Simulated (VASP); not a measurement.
# HRu20N in VASP: notebook

Aim: see how the results for HRu20N move with the level of theory and the settings. Levels: PBEsol, LDA, PBE, RPBE. Tasks: relaxation of the atoms.

All numbers are computed with VASP 6.6.1; they aren't measurements. Logs are shortened: lines on timing, memory, paths and dates and some standing lists are left out, and cuts for length are marked.

### 1 The structure

The cell holds a slab with vacuum, 22 atoms: a = 5.412 Å, b = 5.412 Å, c = 22.564 Å, α = 90.00°, β = 90.00°, γ = 60.00°.

The cell was built by a generator and needn't be a form met in nature.

### 2 Relaxation of the atoms, PBEsol

File INCAR:

```
SYSTEM = HRu20N
PREC = Accurate
ENCUT = 520
EDIFF = 1E-6
ISMEAR = 1
SIGMA = 0.15
LREAL = .FALSE.
LASPH = .TRUE.
NELM = 80
ALGO = Fast
ISIF = 2
LWAVE = .FALSE.
LCHARG = .FALSE.
LDIPOL = .TRUE.
IDIPOL = 3
DIPOL = 0.5 0.5 0.524
GGA = PS
IBRION = 2
NSW = 40
EDIFFG = -0.005
```

File KPOINTS:

```
Automatic mesh
0
G
  6 6 1
  0 0 0
```

File POSCAR:

```
HRu20N
1.0
    5.4120000000      0.0000000000      0.0000000000
    2.7060000000      4.6869294900      0.0000000000
    0.0000000000      0.0000000000     22.5640000000
Ru N H
20 1 1
Direct
    0.0000000000      0.0000000000      0.3102286800
    0.5000000000      0.0000000000      0.3102286800
    0.0000000000      0.5000000000      0.3102286800
    0.5000000000      0.5000000000      0.3102286800
    0.8333333300      0.3333333300      0.4051143400
    0.3333333300      0.3333333300      0.4051143400
    0.8333333300      0.8333333300      0.4051143400
    0.3333333300      0.8333333300      0.4051143400
    0.0000000000      0.0000000000      0.5000000000
    0.5000000000      0.0000000000      0.5000000000
    0.0000000000      0.5000000000      0.5000000000
    0.5000000000      0.5000000000      0.5000000000
    0.8333333300      0.3333333300      0.5948856600
    0.3333333300      0.3333333300      0.5948856600
    0.8333333300      0.8333333300      0.5948856600
    0.3333333300      0.8333333300      0.5948856600
    0.0000000000      0.0000000000      0.6897713200
    0.5000000000      0.0000000000      0.6897713200
    0.0000000000      0.5000000000      0.6897713200
    0.5000000000      0.5000000000      0.6897713200
    0.8333333300      0.3333333300      0.7385215400
    0.8333333300      0.3333333300      0.7841694700
```

Potentials or basis: VASP PAW PBE potentials, release 64 (Ru_pv, N, H).

The run is started by

```bash
$ cat potpaw_PBE.64/Ru_pv/POTCAR potpaw_PBE.64/N/POTCAR potpaw_PBE.64/H/POTCAR > POTCAR
$ mpirun -np 8 vasp_std > vasp.out
```

OUTCAR:

```text
SYSTEM = HRu20N
   PREC = Accurate
   ENCUT = 520
   EDIFF = 1E-6
   ISMEAR = 1
   LREAL = .FALSE.
   LASPH = .TRUE.
   NELM = 80
   ISIF = 2
   GGA = PS
   IBRION = 2
   NSW = 40
   EDIFFG = -0.005

 ion  position               nearest neighbor table
   1  0.000  0.000  0.310-   8 2.65   5 2.65   7 2.65   2 2.71   2 2.71   3 2.71   4 2.71   3 2.71
                             4 2.71
   2  0.500  0.000  0.310-   7 2.65   6 2.65   8 2.65   1 2.71   1 2.71   3 2.71   4 2.71   4 2.71
                             3 2.71
   3  0.000  0.500  0.310-   6 2.65   7 2.65   5 2.65   4 2.71   4 2.71   1 2.71   2 2.71   2 2.71
                             1 2.71
   4  0.500  0.500  0.310-   5 2.65   8 2.65   6 2.65   3 2.71   3 2.71   1 2.71   2 2.71   1 2.71
                             2 2.71
   5  0.833  0.333  0.405-   4 2.65  12 2.65   1 2.65   9 2.65   3 2.65  11 2.65   6 2.71   6 2.71
                             7 2.71   8 2.71   7 2.71   8 2.71
   6  0.333  0.333  0.405-   3 2.65  11 2.65   2 2.65  10 2.65   4 2.65  12 2.65   5 2.71   5 2.71
                             7 2.71   8 2.71   8 2.71   7 2.71
   7  0.833  0.833  0.405-   2 2.65  10 2.65   3 2.65  11 2.65   1 2.65   9 2.65   8 2.71   8 2.71
                             5 2.71   6 2.71   6 2.71   5 2.71
   8  0.333  0.833  0.405-   1 2.65   9 2.65   4 2.65  12 2.65   2 2.65  10 2.65   7 2.71   7 2.71
                             5 2.71   6 2.71   5 2.71   6 2.71
   9  0.000  0.000  0.500-   8 2.65  16 2.65  13 2.65   5 2.65  15 2.65   7 2.65  10 2.71  10 2.71
[... 8 lines left out ...]
                            15 2.71  16 2.71  15 2.71  16 2.71
  14  0.333  0.333  0.595-  19 2.65  11 2.65  18 2.65  10 2.65  20 2.65  12 2.65  13 2.71  13 2.71
                            15 2.71  16 2.71  16 2.71  15 2.71
  15  0.833  0.833  0.595-  18 2.65  10 2.65  19 2.65  11 2.65  17 2.65   9 2.65  16 2.71  16 2.71
                            13 2.71  14 2.71  14 2.71  13 2.71
  16  0.333  0.833  0.595-  17 2.65   9 2.65  20 2.65  12 2.65  18 2.65  10 2.65  15 2.71  15 2.71
                            13 2.71  14 2.71  13 2.71  14 2.71
  17  0.000  0.000  0.690-  21 1.91  16 2.65  13 2.65  15 2.65  18 2.71  18 2.71  19 2.71  20 2.71
                            19 2.71  20 2.71
  18  0.500  0.000  0.690-  15 2.65  14 2.65  16 2.65  17 2.71  17 2.71  19 2.71  20 2.71  20 2.71
                            19 2.71
  19  0.000  0.500  0.690-  21 1.91  14 2.65  15 2.65  13 2.65  20 2.71  20 2.71  17 2.71  18 2.71
                            18 2.71  17 2.71
  20  0.500  0.500  0.690-  21 1.91  13 2.65  16 2.65  14 2.65  19 2.71  19 2.71  17 2.71  18 2.71
                            17 2.71  18 2.71
  21  0.833  0.333  0.739-  22 1.03  20 1.91  17 1.91  19 1.91
  22  0.833  0.333  0.784-  21 1.03

  LATTYP: Found a hexagonal cell.
 ALAT       =     5.4120000041
 C/A-ratio  =     4.1692535076

  Lattice vectors:

 A1 = (  -2.7060000000,  -4.6869294900,   0.0000000000)
 A2 = (   5.4120000000,   0.0000000000,   0.0000000000)
 A3 = (   0.0000000000,   0.0000000000,  22.5640000000)

Analysis of symmetry for initial positions (statically):
=====================================================================
 Subroutine PRICEL returns:
 Original cell was already a primitive cell.

 Routine SETGRP: Setting up the symmetry group for a
 hexagonal supercell.

 Subroutine GETGRP returns: Found  6 space group operations
 (whereof  2 operations were pure point group operations)
 out of a pool of 24 trial point group operations.

The static configuration has the point symmetry C_1h.
 The point group associated with its full space group is C_3v.

Analysis of symmetry for dynamics (positions and initial velocities):
=====================================================================
 Subroutine PRICEL returns:
 Original cell was already a primitive cell.

 Routine SETGRP: Setting up the symmetry group for a
 hexagonal supercell.

 Subroutine GETGRP returns: Found  6 space group operations
 (whereof  2 operations were pure point group operations)
 out of a pool of 24 trial point group operations.

The dynamic configuration has the point symmetry C_1h.
 The point group associated with its full space group is C_3v.

 Subroutine INISYM returns: Found  6 space group operations
 (whereof  2 operations are pure point group operations),
 and found     1 'primitive' translations

----------------------------------------------------------------------------------------

                                     Primitive cell

  volume of cell :     572.3508

  direct lattice vectors                    reciprocal lattice vectors
     5.412000000  0.000000000  0.000000000     0.184774575 -0.106679651  0.000000000
     2.706000000  4.686929490  0.000000000     0.000000000  0.213359301  0.000000000
     0.000000000  0.000000000 22.564000000     0.000000000  0.000000000  0.044318383

  length of vectors
     5.412000000  5.412000004 22.564000000     0.213359301  0.213359301  0.044318383

  position of ions in fractional coordinates (direct lattice)
     0.000000000  0.000000000  0.310228680
     0.500000000  0.000000000  0.310228680
     0.000000000  0.500000000  0.310228680
     0.500000000  0.500000000  0.310228680
     0.833333330  0.333333330  0.405114340
     0.333333330  0.333333330  0.405114340
[... 14 lines left out ...]
     0.833333330  0.333333330  0.738521540
[... 64 lines left out ...]
   total plane-waves  NPLWV = 268800
   dimension x,y,z NGX =    40 NGY =   40 NGZ =  168
   dimension x,y,z NGXF=    80 NGYF=   80 NGZF=  336
   ions per type =              20   1   1
   NGX,Y,Z   is equivalent  to a cutoff of  12.29, 12.29, 12.38 a.u.
   NGXF,Y,Z  is equivalent  to a cutoff of  24.57, 24.57, 24.76 a.u.
 SYSTEM =  HRu20N
   PREC   = accura    normal or accurate (medium, high low for compatibility)
   ISTART =      0    job   : 0-new  1-cont  2-samecut
   ICHARG =      2    charge: 1-file 2-atom 10-const
   ISPIN  =      1    spin polarized calculation?
   LNONCOLLINEAR =      F non collinear calculations
   LSORBIT =      F    spin-orbit coupling
   LASPH  =      T    aspherical Exc in radial PAW
   ENCUT  =  520.0 eV  38.22 Ry    6.18 a.u.  10.06 10.06 41.95*2*pi/ulx,y,z
   NELM   =     80;   NELMIN=  2; NELMDL= -5     # of ELM steps
   EDIFF  = 0.1E-05   stopping-criterion for ELM
   LREAL  =      F    real-space projection
   EDIFFG = -.5E-02   stopping-criterion for IOM
   NSW    =     40    number of steps for IOM
   IBRION =      2    ionic relax: 0-MD 1-quasi-New 2-CG
   NFREE  =      1    steps in history (QN), initial steepest desc. (CG)
   ISIF   =      2    stress and relaxation
   ISYM   =      2    0-nonsym 1-usesym 2-fastsym
   POTIM  = 0.5000    time-step for ionic-motion
   TEBEG  =    0.0;   TEEND  =   0.0 temperature during run
   PSTRESS=    0.0 pullay stress
   NELECT =     286.0000    total number of electrons
   NUPDOWN=      -1.0000    fix difference up-down
   EMIN   =  10.00;   EMAX   =-10.00  energy-range for DOS
   EFERMI =   0.00;   METHOD = LEGACY
   ISMEAR =     1;   SIGMA  =   0.15  broadening in eV -4-tet -1-fermi 0-gaus
   EFERMI_NEDOS =   21; number of points for ismear=-14 and -15
   IALGO  =     68    algorithm
   IMIX   =      4    mixing-type and parameters
     AMIX     =   0.40;   BMIX     =  1.00
     AMIX_MAG =   1.60;   BMIX_MAG =  1.00
  volume/ion in A,a.u.               =      26.02       175.56
  Fermi-wavevector in a.u.,A,eV,Ry     =   1.299100  2.454944 22.962036  1.687662
  Thomas-Fermi vector in A             =   2.430386
   LORBIT       =      0    0 simple, 1 ext, 2 COOP (PROOUT), +10 PAW based schemes
   GGA     = PS    functional components
   LHFCALC =     F    Hartree Fock is set to
   AEXX    =    0.0000 exact exchange contribution
   IVDW    =     0    specifies the selected vdW correction
   LEPSILON=     F    determine dielectric tensor
   LRPA    =     F    only Hartree local field effects (RPA)
 conjugate gradient relaxation of ions
 non-spin polarized calculation
 RMM-DIIS sequential band-by-band and
 Methfessel and Paxton  Order N= 1 SIGMA  =   0.15
  energy-cutoff  :      520.00
  volume of cell :      572.35
 maximum number of plane-waves:     15468
   NGX = 21   NGY = 21   NGZ = 83

--------------------------------------- Ionic step        1  -------------------------------------------

 number of electron     285.9999987 magnetization

 Free energy of the ion-electron system (eV)
  ---------------------------------------------------
  ext. energy  EPLUGINS =         0.00000000
  ---------------------------------------------------
  free energy    TOTEN  =      -206.84140167 eV

  energy without entropy =     -206.84976888  energy(sigma->0) =     -206.84419074

------------------------ aborting loop because EDIFF is reached ----------------------------------------

  FORCE on cell =-STRESS in cart. coord.  units (eV):
  Direction    XX          YY          ZZ          XY          YZ          ZX
  --------------------------------------------------------------------------------------
  -------------------------------------------------------------------------------------
  Total      -20.4989247    -20.4989247    -14.9315659      0.0000000      0.0000000     -0.0000000
  in kB      -57.3824865    -57.3824866    -41.7978207      0.0000000      0.0000000     -0.0000000
  external PRESSURE =     -52.1875979 kB  Pullay stress =       0.0000000 kB
[... 37 lines left out ...]
  FREE ENERGIE OF THE ION-ELECTRON SYSTEM (eV)
  ---------------------------------------------------
  free  energy   TOTEN  =      -206.8414016673 eV

  energy  without entropy=     -206.8497688765  energy(sigma->0) =     -206.84419074

 dipolmoment           0.000000      0.000000      0.117676 electrons x Angstroem

--------------------------------------- Ionic step        2  -------------------------------------------

 number of electron     285.9999983 magnetization

------------------------ aborting loop because EDIFF is reached ----------------------------------------
[... 101 lines left out ...]
  FREE ENERGIE OF THE ION-ELECTRON SYSTEM (eV)
  ---------------------------------------------------
  free  energy   TOTEN  =      -207.2505103166 eV

  energy  without entropy=     -207.2452418762  energy(sigma->0) =     -207.24875417

[... ionic steps 4 to 24 ...]

--------------------------------------- Ionic step       25  -------------------------------------------

 number of electron     286.0000008 magnetization

------------------------ aborting loop because EDIFF is reached ----------------------------------------
[... 107 lines left out ...]
--------------------------------------- Ionic step       27  -------------------------------------------

 number of electron     286.0000008 magnetization

 dipolmoment           0.000000      0.000000     -0.181969 electrons x Angstroem

 Free energy of the ion-electron system (eV)
  ---------------------------------------------------
  ext. energy  EPLUGINS =         0.00000000
  ---------------------------------------------------
  free energy    TOTEN  =      -207.56560297 eV

  energy without entropy =     -207.54966524  energy(sigma->0) =     -207.56029039

 E-fermi :   3.9174     XC(G=0):  -7.7652

 val. band max:        3.9139444289   @ k =   0.5000   0.0000   0.0000
 cond. band min:       3.9182722960   @ k =   0.5000   0.0000   0.0000
 fundamental gap:      0.0043278671
 Fermi energy:         3.9174414260

 k-point     1 :       0.0000    0.0000    0.0000
  band No.  band energies     occupation
      1     -39.9185      2.00000
      2     -39.8057      2.00000
      3     -39.7829      2.00000
      4     -39.7829      2.00000
      5     -39.7440      2.00000
      6     -39.7153      2.00000
[... 1095 lines left out ...]
    154       4.6559     -0.00000
    155       4.6789     -0.00000
 [bands above 155 left out]

------------------------ aborting loop because EDIFF is reached ----------------------------------------

 vacuum level on the upper side and lower side of the slab       (xc-potential included)        -0.657         0.520

  FORCE on cell =-STRESS in cart. coord.  units (eV):
  Direction    XX          YY          ZZ          XY          YZ          ZX
  --------------------------------------------------------------------------------------
  -------------------------------------------------------------------------------------
  Total      -16.8948380    -16.8948380     -0.3451648      0.0000000     -0.0000000     -0.0000000
  in kB      -47.2935935    -47.2935936     -0.9662172      0.0000000     -0.0000000     -0.0000000
  external PRESSURE =     -31.8511348 kB  Pullay stress =       0.0000000 kB
[... 37 lines left out ...]
  FREE ENERGIE OF THE ION-ELECTRON SYSTEM (eV)
  ---------------------------------------------------
  free  energy   TOTEN  =      -207.5656029718 eV

  energy  without entropy=     -207.5496652401  energy(sigma->0) =     -207.56029039

 reached required accuracy - stopping structural energy minimisation

 vacuum level on the upper side and lower side of the slab         7.733         8.934
```

Run time: 60 min. Hardware: 8 MPI ranks of Intel Xeon 6975P-C (Granite Rapids), shared host; peak memory 0.32 GiB.

Results:

```yaml
Free_energy: -207.5656 eV
Energy_gained_by_relaxing: 32.9 meV/atom
Ionic_steps: 27
Largest_force_after_relaxing: 0.005 eV/Å
Band_gap_on_the_k_mesh: none (metal or under the smearing width)
```

Forces in eV/Å, atoms in the order of the input:
```
Ru   0.000 -0.001  0.000
Ru   0.000  0.000 -0.001
Ru   0.001  0.001  0.000
Ru  -0.001  0.001  0.000
Ru   0.000  0.000 -0.003
Ru   0.000  0.000  0.005
Ru   0.000  0.000  0.005
Ru   0.000  0.000  0.005
Ru   0.000 -0.001  0.000
Ru   0.000  0.000 -0.002
Ru   0.001  0.000  0.000
Ru  -0.001  0.000  0.000
Ru   0.000  0.000  0.000
Ru   0.000 -0.001 -0.001
Ru  -0.001  0.001 -0.001
Ru   0.001  0.001 -0.001
Ru   0.000 -0.002  0.000
Ru   0.000  0.000  0.000
Ru   0.002  0.001  0.000
Ru  -0.002  0.001  0.000
N    0.000  0.000 -0.005
H    0.000  0.000  0.000
```

Step by step:
```tsv
step	energy change (eV)	largest force (eV/Å)	pressure (GPa)
1	0.0000	2.6866	-5.22
2	0.0023	10.1189	-4.21
3	-0.4091	3.2523	-5.08
4	-0.4427	2.7095	-3.90
5	-0.6176	0.7469	-4.64
6	-0.6738	0.4202	-4.33
7	-0.6915	0.3634	-4.02
8	-0.7043	0.5370	-3.93
9	-0.7048	0.6791	-3.91
10	-0.7119	0.1956	-3.84
11	-0.7127	0.1608	-3.81
12	-0.7154	0.1486	-3.74
13	-0.7201	0.1159	-3.54
14	-0.7185	0.2151	-3.13
15	-0.7213	0.0915	-3.38
16	-0.7226	0.0916	-3.33
17	-0.7232	0.1690	-3.27
18	-0.7235	0.1744	-3.24
19	-0.7237	0.0532	-3.25
20	-0.7240	0.0454	-3.23
21	-0.7241	0.0376	-3.21
22	-0.7241	0.0476	-3.19
23	-0.7241	0.0506	-3.20
24	-0.7242	0.0096	-3.19
25	-0.7242	0.0107	-3.19
26	-0.7242	0.0056	-3.19
27	-0.7242	0.0048	-3.19
```

Final structure:
```
CELL_PARAMETERS angstrom
5.41200 0.00000 0.00000
2.70600 4.68693 0.00000
0.00000 0.00000 22.56400
ATOMIC_POSITIONS crystal
Ru 0.99697 0.00606 0.31476
Ru 0.50000 0.00000 0.31414
Ru 0.99697 0.49697 0.31476
Ru 0.50606 0.49697 0.31476
Ru 0.83333 0.33333 0.40417
Ru 0.33234 0.33532 0.40550
Ru 0.83532 0.83234 0.40550
Ru 0.33234 0.83234 0.40550
Ru 0.99955 0.00090 0.49989
Ru 0.50000 0.00000 0.49766
Ru 0.99955 0.49955 0.49989
Ru 0.50090 0.49955 0.49989
Ru 0.83333 0.33333 0.59307
Ru 0.33138 0.33725 0.59496
Ru 0.83725 0.83138 0.59496
Ru 0.33138 0.83138 0.59496
Ru 0.01004 0.97993 0.68784
Ru 0.50000 0.00000 0.68325
Ru 0.01004 0.51004 0.68784
Ru 0.47993 0.51004 0.68784
N 0.83333 0.33333 0.73805
H 0.83333 0.33333 0.78352
```

Caveat: the PAW data sets were made with another functional, which shifts forces and pressure a little.

(Part 1 of 4 ends here.)
